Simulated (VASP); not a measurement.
Runs of VASP 6.6.1 on HfC. It takes space group Fm-3m (No. 225, cubic). The conventional cell has a = 4.650 Å, b = 4.650 Å, c = 4.650 Å, α = 90.00°, β = 90.00°, γ = 90.00°. Around Hf (site symmetry m-3m) lie 6 C at 2.33 Å. Around C (site symmetry m-3m) lie 6 Hf at 2.33 Å. 

```tsv
level	potentials or basis	gap on the mesh (eV)	pressure (GPa)	relaxed volume (Å³/atom)
PBE	VASP PAW PBE potentials, release 64 (Hf_pv, C)	none	0.0	12.54
r2SCAN	VASP PAW PBE potentials, release 64 (Hf_pv, C)	none	-0.1	(a)
LDA	VASP PAW LDA potentials, release 64 (Hf_pv, C)	none	-0.1	11.98
PBE+D3(BJ)	VASP PAW PBE potentials, release 64 (Hf_pv, C)	none	-0.1	12.29
PBEsol	VASP PAW PBE potentials, release 64 (Hf_pv, C)	none	0.1	(b)
```

Alike in all rows: task relaxation of cell and atoms; no spin polarisation; cell relaxed; k mesh 14 × 14 × 14; cutoff (eV) 600; smearing methfessel-paxton 0.1 eV.

**Question.** Estimate the missing entries.

**Answer.** (a) 12.44; (b) 12.20.

Caveats: the PAW data sets were made with another functional, which shifts forces and pressure a little (some runs); pairwise dispersion overbinds metals, which lowers pressure and volume (some runs).

A k mesh can miss the band edges, and the runs leave out spin-orbit coupling on Hf.

A gap of «none» marks a metal or a gap under the smearing width.

Not every run made on this cell is shown here.
